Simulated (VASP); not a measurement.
The system is ZnH.

```
Zn H
1.0
     0.00000    2.21594    2.21594
     2.21594    0.00000    2.21594
     2.21594    2.21594    0.00000
Zn H
1 1
Direct
  0.00000 0.00000 0.00000
  0.25000 0.25000 0.25000
```

The cell was built by a generator and needn't be a form met in nature.

Base run:

* Program: VASP 6.6.1
* Functional: TPSS
* Potentials or basis: VASP PAW PBE potentials, release 64 (Zn, H)
* Cutoff: 520 eV
* k mesh: 10 × 10 × 10
* Occupations: fermi-dirac, width 0.05 eV
* Spin: no spin polarisation

Its results: pressure -2.8 GPa.

Question: After a change of settings the same cell gave: pressure -3.5 GPa. Which change was it?
A. functional from TPSS to r2SCAN
B. functional from TPSS to LDA; potentials or basis from VASP PAW PBE potentials, release 64 (Zn, H) to VASP PAW LDA potentials, release 64 (Zn, H)
C. functional from TPSS to SCAN
D. functional from TPSS to RPBE

Answer: C.

Caveats: the PAW data sets were made with another functional, which shifts forces and pressure a little.
